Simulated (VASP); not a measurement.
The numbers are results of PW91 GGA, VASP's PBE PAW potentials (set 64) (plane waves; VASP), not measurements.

The input files of a VASP run:

### INCAR
```
EDIFF  =  1E-7   # SCF stop (eV)
LWAVE  =  F
LCHARG  =  F
LREAL  =  F   # projection in real space or not
LMAXMIX  =  4   # l cut-off of mixed one-centre charges
ALGO  =  Normal   # blocked Davidson
GGA  =  91   # PW91
PREC  =  Accurate
ENCUT  =  520
ISMEAR  =  1   # Methfessel-Paxton
ISIF  =  2   # forces and stress, cell fixed
NELM  =  100   # most electronic steps
SIGMA  =  0.1
SYSTEM  =  CoAl
LASPH  =  T   # aspherical one-centre terms
```

### POSCAR
```
CoAl
1
    2.7930195538     0.0000000000     0.0000000000
    0.0000000000     2.7930195538     0.0000000000
    0.0000000000     0.0000000000     2.7930195538
Al Co
1 1
Direct
  0.5000000000   0.5000000000   0.5000000000
  0.0000000000   0.0000000000   0.0000000000
```

**KPOINTS**
```
Automatic mesh
0
Gamma
13 13 13
0 0 0
```

POTCAR, in this order: Al Co (PBE.64 set). Program: vasp_std.

What VASP printed:

### OUTCAR
```
 ion  position               nearest neighbor table
   1  0.500  0.500  0.500-   2 2.42   2 2.42   2 2.42   2 2.42   2 2.42   2 2.42   2 2.42   2 2.42
  LATTYP: Found a simple cubic cell.
 ALAT       =     2.7930195538
 Subroutine PRICEL returns:
 Original cell was already a primitive cell.
 Subroutine GETGRP returns: Found 48 space group operations
The static configuration has the point symmetry O_h .
The dynamic configuration has the point symmetry O_h .
 Subroutine INISYM returns: Found 48 space group operations
 Subroutine IBZKPT returns following result:
 Found     84 irreducible k-points:

 Following reciprocal coordinates:
            Coordinates               Weight
  0.000000  0.000000  0.000000      1.000000
  0.076923  0.000000  0.000000      6.000000
  0.153846  0.000000  0.000000      6.000000
  0.230769  0.000000  0.000000      6.000000
  0.307692  0.000000  0.000000      6.000000
  0.384615  0.000000  0.000000      6.000000
  0.461538  0.000000  0.000000      6.000000
  0.076923  0.076923  0.000000     12.000000
  0.153846  0.076923  0.000000     24.000000
  0.230769  0.076923  0.000000     24.000000
  0.307692  0.076923  0.000000     24.000000
  0.384615  0.076923  0.000000     24.000000
  0.461538  0.076923  0.000000     24.000000
  0.153846  0.153846  0.000000     12.000000
  0.230769  0.153846  0.000000     24.000000
  0.307692  0.153846  0.000000     24.000000
  0.384615  0.153846  0.000000     24.000000
  0.461538  0.153846  0.000000     24.000000
  0.230769  0.230769  0.000000     12.000000
  0.307692  0.230769  0.000000     24.000000
  0.384615  0.230769  0.000000     24.000000
  0.461538  0.230769  0.000000     24.000000
  0.307692  0.307692  0.000000     12.000000
  0.384615  0.307692  0.000000     24.000000
  0.461538  0.307692  0.000000     24.000000
...
```

### OSZICAR
```
       N       E                     dE             d eps       ncg     rms          rms(c)
DAV:   1     0.373534522210E+02    0.37353E+02   -0.54179E+03  1704   0.128E+03
DAV:   2    -0.121821780542E+02   -0.49536E+02   -0.46701E+02  1700   0.194E+02
DAV:   3    -0.134578073743E+02   -0.12756E+01   -0.12661E+01  1998   0.408E+01
DAV:   4    -0.134800630230E+02   -0.22256E-01   -0.22249E-01  2024   0.480E+00
DAV:   5    -0.134807873673E+02   -0.72434E-03   -0.72432E-03  1924   0.845E-01    0.127E+01
DAV:   6    -0.156255599444E+02   -0.21448E+01   -0.63522E+01  1866   0.122E+02    0.158E+01
DAV:   7    -0.119130191883E+02    0.37125E+01   -0.28621E+01  1856   0.778E+01    0.191E+00
DAV:   8    -0.118996139282E+02    0.13405E-01   -0.19608E-01  1764   0.414E+00    0.113E+00
DAV:   9    -0.118857211958E+02    0.13893E-01   -0.44937E-02  2024   0.309E+00    0.281E-01
DAV:  10    -0.118853430963E+02    0.37810E-03   -0.12985E-03  2324   0.523E-01    0.143E-01
DAV:  11    -0.118853350066E+02    0.80897E-05   -0.24926E-05  1972   0.490E-02    0.154E-02
DAV:  12    -0.118853309405E+02    0.40660E-05   -0.21421E-05  1990   0.662E-02    0.538E-03
DAV:  13    -0.118853309719E+02   -0.31393E-07   -0.35088E-07  1738   0.572E-03
   1 F= -.11885331E+02 E0= -.11885173E+02  d E =-.472480E-03
```

### OUTCAR
```
------------------------ aborting loop because EDIFF is reached ----------------------------------------
  FORCE on cell =-STRESS in cart. coord.  units (eV):
  Direction    XX          YY          ZZ          XY          YZ          ZX
  --------------------------------------------------------------------------------------
  Total        1.7322921      1.7322921      1.7322921     -0.0000000     -0.0000000     -0.0000000
  in kB      127.3825065    127.3825065    127.3825065     -0.0000000     -0.0000000     -0.0000000
  external PRESSURE =     127.3825065 kB  Pullay stress =       0.0000000 kB
  volume of cell :       21.79
      direct lattice vectors                 reciprocal lattice vectors
     2.793019554  0.000000000  0.000000000     0.358035445  0.000000000  0.000000000
     0.000000000  2.793019554  0.000000000     0.000000000  0.358035445  0.000000000
     0.000000000  0.000000000  2.793019554     0.000000000  0.000000000  0.358035445
 POSITION                                       TOTAL-FORCE (eV/Angst)
 -----------------------------------------------------------------------------------
      1.39651      1.39651      1.39651         0.000000      0.000000      0.000000
      0.00000      0.00000      0.00000         0.000000      0.000000      0.000000
 -----------------------------------------------------------------------------------
    total drift:                                0.000000      0.000000      0.000000
  FREE ENERGIE OF THE ION-ELECTRON SYSTEM (eV)
  ---------------------------------------------------
  free  energy   TOTEN  =       -11.8853309719 eV

  energy  without entropy=      -11.8848584920  energy(sigma->0) =      -11.88517348
```
(Selected blocks of OUTCAR.)

File OUTCAR:
```
 val. band max:       11.3422688312   @ k =   0.4615   0.3846   0.3077

 cond. band min:      11.3904447937   @ k =   0.4615   0.3846   0.0769


 Fermi energy:        11.3730465374

 k-point     1 :       0.0000    0.0000    0.0000
  band No.  band energies     occupation
      1      -0.0825      2.00000
      2       8.1359      2.00000
      3       8.1359      2.00000
      4      10.4441      2.00000
      5      10.4441      2.00000
      6      10.4441      2.00000
      7      17.6668      0.00000
      8      17.6668      0.00000
      9      17.6668      0.00000
     10      20.3964      0.00000

 k-point     2 :       0.0769    0.0000    0.0000
  band No.  band energies     occupation
      1       0.0346      2.00000
      2       8.1271      2.00000
      3       8.1697      2.00000
      4      10.3792      2.00000
      5      10.3792      2.00000
      6      10.4511      2.00000
      7      16.5858      0.00000
      8      17.8300      0.00000
      9      17.8300      0.00000
     10      20.3736      0.00000

 k-point     3 :       0.1538    0.0000    0.0000
  band No.  band energies     occupation
      1       0.3834      2.00000
      2       8.0633      2.00000
      3       8.2652      2.00000
      4      10.2083      2.00000
      5      10.2083      2.00000
      6      10.4704      2.00000
      7      14.8755      0.00000
      8      18.2969      0.00000
      9      18.2969      0.00000
     10      20.3069      0.00000

 k-point     4 :       0.2308    0.0000    0.0000
  band No.  band energies     occupation
      1       0.9560      2.00000
      2       7.8231      2.00000
      3       8.4046      2.00000
      4       9.9864      2.00000
      5       9.9864      2.00000
      6      10.4978      2.00000
      7      13.3615     -0.00000
      8      19.0152      0.00000
      9      19.0152      0.00000
     10      20.2027      0.00000

 k-point     5 :       0.3077    0.0000    0.0000
...
```

The compound is CoAl in the CsCl type structure. This cell is one point of a volume scan, at 0.94 of the reference volume. The run is not spin-polarised, so no magnetic state was tried.
